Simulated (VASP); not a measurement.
These are HSE06 screened hybrid, VASP's PBE PAW potentials (set 64) (plane waves; VASP) values and carry that method's errors.

A VASP calculation is set up with these files.

### INCAR
```
! general
SYSTEM  =B31N32
PREC    =Normal
ENCUT   =400
LREAL   =Auto
LASPH   =.True.   ! aspherical one-centre terms
ISYM    =0
NELECT  =252.0

! electronic loop
EDIFF   =1E-5   ! SCF stop (eV)
NELM    =50
NELMIN  =4
ALGO    =Normal

! smearing
ISMEAR  =0   ! Gaussian
SIGMA   =0.05   ! width (eV)

! functional
GGA     =PE
LHFCALC =.True.
AEXX    =0.25
HFSCREEN=0.2   ! 1/Angstrom
PRECFOCK=Fast

! ions
ISIF    =0

! output
LWAVE   =.False.
LCHARG  =.False.
```

### POSCAR
```
B31N32
1
    7.2488848260     0.0000000000     0.0000000000
    0.0000000000     7.2488848260     0.0000000000
    0.0000000000     0.0000000000     7.2488848260
B N
31 32
Direct
  0.5000365024   0.9994964736   0.9994260881
  0.7499659231   0.2495440492   0.9989945741
  0.7500780127   0.9990463173   0.2493714179
  0.9999740874   0.9994630901   0.9994131183
  0.2500666526   0.2494984967   0.9999453127
  0.5000011695   0.4994575493   0.9994606693
  0.7499387366   0.7493219557   0.9999151348
  0.2499346167   0.9999489795   0.2493334695
  0.4990762792   0.2513379721   0.2514306441
  0.7478333262   0.5004000135   0.2516424127
  0.5000032644   0.9995047264   0.4994276773
  0.7480905904   0.2512222894   0.5003489066
  0.7500511976   0.9999308781   0.7494354489
  0.0000125257   0.4994468439   0.9994573520
  0.2500532705   0.7493824029   0.9989616126
  0.0004608489   0.2495299230   0.2494575979
  0.2521441302   0.4984170371   0.2516239050
  0.5009558895   0.7475926481   0.2514424592
  0.9999938596   0.9994974878   0.4994088753
  0.2518912559   0.2512928932   0.4985164023
  0.7480658442   0.7476142106   0.4985424420
  0.2499844919   0.9990067483   0.7495082271
  0.5009390265   0.2513749420   0.7474184161
  0.7478600214   0.4985075723   0.7472258730
  0.9995487123   0.7494261635   0.2494438730
  0.9999766405   0.4994714514   0.4994565628
  0.2519630028   0.7475978675   0.5003575091
  0.9995789778   0.2495315448   0.7494783608
  0.2522387841   0.5003928815   0.7472420222
  0.4991475814   0.7475754646   0.7474523812
  0.0004720717   0.7494220053   0.7494190083
  0.6264325828   0.1229820899   0.1229179667
  0.8764667218   0.3730318296   0.1230332159
  0.8765821654   0.1229702989   0.3729330929
  0.1248530911   0.1244082681   0.1243188368
  0.3751912592   0.3745951227   0.1246597998
  0.6247953829   0.6242780104   0.1247024916
  0.8751117985   0.8745152113   0.1242712907
  0.3750774873   0.1245635531   0.3745433300
  0.6369358858   0.3622600439   0.3626216814
  0.8748079259   0.6242995549   0.3746467988
  0.6248982283   0.1245463005   0.6242990277
  0.8748279179   0.3746214045   0.6242237379
  0.8751399494   0.1244100637   0.8745642726
  0.1235061485   0.6258680469   0.1229664867
  0.3734918459   0.8759982994   0.1228363525
  0.1251509053   0.3746091378   0.3746508974
  0.3630024424   0.6367199592   0.3624562949
  0.6248674697   0.8744114533   0.3745518888
  0.1234283592   0.1229438424   0.6258792862
  0.3630963819   0.3622267520   0.6362741506
  0.6370207702   0.6366316651   0.6363413725
  0.8765806376   0.8759943591   0.6258112987
  0.3735268527   0.1229474479   0.8759590897
  0.6248072910   0.3746439682   0.8742134613
  0.8764542199   0.6258633297   0.8758672306
  0.1234525685   0.8760317575   0.3729360778
  0.1252033564   0.6242905842   0.6242394425
  0.3751319262   0.8743736533   0.6242889353
  0.1235947036   0.3730408904   0.8759346077
  0.3752412931   0.6242647820   0.8741945195
  0.6264346931   0.8759788691   0.8760210556
  0.1248594451   0.8745365727   0.8745692548
```

File KPOINTS:
```
Automatic mesh
0
G
 1 1 1
```

POTCAR, in this order: B N (PBE.64 set). Program: vasp_gam. Read from the step before: WAVECAR.

The resulting files:

**OSZICAR**
```
       N       E                     dE             d eps       ncg     rms          rms(c)
DAV:   1    -0.640307684404E+03   -0.64031E+03   -0.78847E+00   316   0.836E+00    0.287E+00
DAV:   2    -0.640431976158E+03   -0.12429E+00   -0.20921E-01   354   0.145E+00    0.205E+00
DAV:   3    -0.640618895995E+03   -0.18692E+00   -0.13818E-01   368   0.104E+00    0.134E+00
DAV:   4    -0.640607235640E+03    0.11660E-01   -0.55423E-02   368   0.752E-01    0.807E-01
DAV:   5    -0.640606895268E+03    0.34037E-03   -0.24444E-02   368   0.390E-01    0.569E-01
DAV:   6    -0.640603893915E+03    0.30014E-02   -0.27529E-02   368   0.457E-01    0.348E-01
DAV:   7    -0.640605171412E+03   -0.12775E-02   -0.95786E-03   368   0.283E-01    0.333E-01
DAV:   8    -0.640604191797E+03    0.97962E-03   -0.29128E-02   400   0.410E-01    0.297E-01
DAV:   9    -0.640604551133E+03   -0.35934E-03   -0.67804E-03   392   0.310E-01    0.264E-01
DAV:  10    -0.640604787508E+03   -0.23637E-03   -0.30208E-02   400   0.373E-01    0.334E-01
DAV:  11    -0.640603935547E+03    0.85196E-03   -0.66305E-03   400   0.356E-01    0.208E-01
DAV:  12    -0.640605428051E+03   -0.14925E-02   -0.30262E-02   368   0.325E-01    0.372E-01
DAV:  13    -0.640603341332E+03    0.20867E-02   -0.81861E-03   408   0.404E-01    0.149E-01
DAV:  14    -0.640606030117E+03   -0.26888E-02   -0.29206E-02   368   0.269E-01    0.403E-01
DAV:  15    -0.640602820104E+03    0.32100E-02   -0.11315E-02   410   0.448E-01    0.872E-02
DAV:  16    -0.640606494123E+03   -0.36740E-02   -0.26725E-02   368   0.213E-01    0.424E-01
DAV:  17    -0.640602463403E+03    0.40307E-02   -0.15653E-02   410   0.483E-01    0.575E-02
DAV:  18    -0.640606736811E+03   -0.42734E-02   -0.23513E-02   368   0.174E-01    0.435E-01
DAV:  19    -0.640602330562E+03    0.44062E-02   -0.20608E-02   418   0.506E-01    0.102E-01
DAV:  20    -0.640606720273E+03   -0.43897E-02   -0.20080E-02   360   0.171E-01    0.436E-01
DAV:  21    -0.640602472773E+03    0.42475E-02   -0.26505E-02   416   0.517E-01    0.167E-01
DAV:  22    -0.640606444898E+03   -0.39721E-02   -0.16218E-02   360   0.197E-01    0.421E-01
DAV:  23    -0.640602883712E+03    0.35612E-02   -0.32520E-02   410   0.517E-01    0.234E-01
DAV:  24    -0.640605911906E+03   -0.30282E-02   -0.12437E-02   376   0.243E-01    0.386E-01
DAV:  25    -0.640603503606E+03    0.24083E-02   -0.36118E-02   416   0.496E-01    0.292E-01
DAV:  26    -0.640605222239E+03   -0.17186E-02   -0.97635E-03   392   0.298E-01    0.339E-01
DAV:  27    -0.640604232855E+03    0.98938E-03   -0.37654E-02   400   0.458E-01    0.340E-01
DAV:  28    -0.640604469043E+03   -0.23619E-03   -0.84571E-03   424   0.351E-01    0.283E-01
DAV:  29    -0.640604990912E+03   -0.52187E-03   -0.37553E-02   376   0.406E-01    0.380E-01
DAV:  30    -0.640603719290E+03    0.12716E-02   -0.86344E-03   416   0.403E-01    0.222E-01
DAV:  31    -0.640605729886E+03   -0.20106E-02   -0.36492E-02   360   0.349E-01    0.414E-01
DAV:  32    -0.640603024914E+03    0.27050E-02   -0.10581E-02   426   0.451E-01    0.157E-01
DAV:  33    -0.640606393631E+03   -0.33687E-02   -0.34372E-02   360   0.286E-01    0.444E-01
DAV:  34    -0.640602443717E+03    0.39499E-02   -0.14313E-02   418   0.494E-01    0.948E-02
DAV:  35    -0.640606895711E+03   -0.44520E-02   -0.31237E-02   352   0.228E-01    0.464E-01
DAV:  36    -0.640602064440E+03    0.48313E-02   -0.19479E-02   410   0.529E-01    0.767E-02
DAV:  37    -0.640607128577E+03   -0.50641E-02   -0.27360E-02   360   0.193E-01    0.473E-01
DAV:  38    -0.640601958775E+03    0.51698E-02   -0.25377E-02   418   0.551E-01    0.126E-01
DAV:  39    -0.640607057566E+03   -0.50988E-02   -0.23233E-02   368   0.195E-01    0.472E-01
DAV:  40    -0.640602179449E+03    0.48781E-02   -0.32347E-02   402   0.562E-01    0.196E-01
DAV:  41    -0.640606683381E+03   -0.45039E-02   -0.18653E-02   352   0.227E-01    0.452E-01
DAV:  42    -0.640602707501E+03    0.39759E-02   -0.39046E-02   410   0.559E-01    0.267E-01
DAV:  43    -0.640606021210E+03   -0.33137E-02   -0.14409E-02   384   0.278E-01    0.412E-01
DAV:  44    -0.640603459511E+03    0.25617E-02   -0.42768E-02   402   0.533E-01    0.327E-01
DAV:  45    -0.640605199640E+03   -0.17401E-02   -0.11588E-02   416   0.336E-01    0.360E-01
DAV:  46    -0.640604318859E+03    0.88078E-03   -0.44132E-02   394   0.489E-01    0.376E-01
DAV:  47    -0.640604319553E+03   -0.69421E-06   -0.10346E-02   424   0.393E-01    0.300E-01
DAV:  48    -0.640605185320E+03   -0.86577E-03   -0.43612E-02   362   0.432E-01    0.417E-01
DAV:  49    -0.640603470039E+03    0.17153E-02   -0.10899E-02   424   0.446E-01    0.236E-01
DAV:  50    -0.640606026737E+03   -0.25567E-02   -0.42328E-02   376   0.372E-01
   1 F= -.64060603E+03 E0= -.64060603E+03  d E =-.611541E-14
```

### OUTCAR
```
------------------------ aborting loop EDIFF was not reached (unconverged)  ----------------------------
  volume of cell :      380.90
      direct lattice vectors                 reciprocal lattice vectors
     7.248884826  0.000000000  0.000000000     0.137952254  0.000000000  0.000000000
     0.000000000  7.248884826  0.000000000     0.000000000  0.137952254  0.000000000
     0.000000000  0.000000000  7.248884826     0.000000000  0.000000000  0.137952254
  FREE ENERGIE OF THE ION-ELECTRON SYSTEM (eV)
  ---------------------------------------------------
  free  energy   TOTEN  =      -640.6060267365 eV

  energy  without entropy=     -640.6060267365  energy(sigma->0) =     -640.60602674

  exchange ACFDT corr.  =         0.00000000  see jH, gK, PRB 81, 115126
```
(Selected blocks of OUTCAR.)

stdout:
```
...
DAV:  31    -0.640605729886E+03   -0.20106E-02   -0.36492E-02   360   0.349E-01    0.414E-01
DAV:  32    -0.640603024914E+03    0.27050E-02   -0.10581E-02   426   0.451E-01    0.157E-01
DAV:  33    -0.640606393631E+03   -0.33687E-02   -0.34372E-02   360   0.286E-01    0.444E-01
DAV:  34    -0.640602443717E+03    0.39499E-02   -0.14313E-02   418   0.494E-01    0.948E-02
DAV:  35    -0.640606895711E+03   -0.44520E-02   -0.31237E-02   352   0.228E-01    0.464E-01
DAV:  36    -0.640602064440E+03    0.48313E-02   -0.19479E-02   410   0.529E-01    0.767E-02
DAV:  37    -0.640607128577E+03   -0.50641E-02   -0.27360E-02   360   0.193E-01    0.473E-01
DAV:  38    -0.640601958775E+03    0.51698E-02   -0.25377E-02   418   0.551E-01    0.126E-01
DAV:  39    -0.640607057566E+03   -0.50988E-02   -0.23233E-02   368   0.195E-01    0.472E-01
DAV:  40    -0.640602179449E+03    0.48781E-02   -0.32347E-02   402   0.562E-01    0.196E-01
DAV:  41    -0.640606683381E+03   -0.45039E-02   -0.18653E-02   352   0.227E-01    0.452E-01
DAV:  42    -0.640602707501E+03    0.39759E-02   -0.39046E-02   410   0.559E-01    0.267E-01
DAV:  43    -0.640606021210E+03   -0.33137E-02   -0.14409E-02   384   0.278E-01    0.412E-01
DAV:  44    -0.640603459511E+03    0.25617E-02   -0.42768E-02   402   0.533E-01    0.327E-01
DAV:  45    -0.640605199640E+03   -0.17401E-02   -0.11588E-02   416   0.336E-01    0.360E-01
DAV:  46    -0.640604318859E+03    0.88078E-03   -0.44132E-02   394   0.489E-01    0.376E-01
DAV:  47    -0.640604319553E+03   -0.69421E-06   -0.10346E-02   424   0.393E-01    0.300E-01
DAV:  48    -0.640605185320E+03   -0.86577E-03   -0.43612E-02   362   0.432E-01    0.417E-01
DAV:  49    -0.640603470039E+03    0.17153E-02   -0.10899E-02   424   0.446E-01    0.236E-01
DAV:  50    -0.640606026737E+03   -0.25567E-02   -0.42328E-02   376   0.372E-01

 -----------------------------------------------------------------------------
|                                                                             |
|           W    W    AA    RRRRR   N    N  II  N    N   GGGG   !!!           |
|           W    W   A  A   R    R  NN   N  II  NN   N  G    G  !!!           |
|           W    W  A    A  R    R  N N  N  II  N N  N  G       !!!           |
|           W WW W  AAAAAA  RRRRR   N  N N  II  N  N N  G  GGG   !            |
|           WW  WW  A    A  R   R   N   NN  II  N   NN  G    G                |
|           W    W  A    A  R    R  N    N  II  N    N   GGGG   !!!           |
|                                                                             |
|     The electronic self-consistency was not achieved in the given           |
|     number of steps (NELM). The forces and other quantities evaluated       |
|     might not be reliable so examine the results carefully. If you find     |
|     spurious results, we suggest increasing NELM, if you were close to      |
|     convergence or switching to a different ALGO or adjusting the           |
|     density mixing parameters otherwise.                                    |
|                                                                             |
 -----------------------------------------------------------------------------

   1 F= -.64060603E+03 E0= -.64060603E+03  d E =-.611541E-14
```

Convergence was not reached.

The cell is charged, with a uniform compensating background. The supercell is sampled at Γ alone, which is coarse: total energies, pressure and levels can be off, energies of defects by several tenths of an eV.

The cell is a supercell with a defect, built from BN (zinc blende): vac_B, charge +1. The cell's shape comes from a PBE relaxation. The run is not spin-polarised, so no state with unpaired spins was tried.
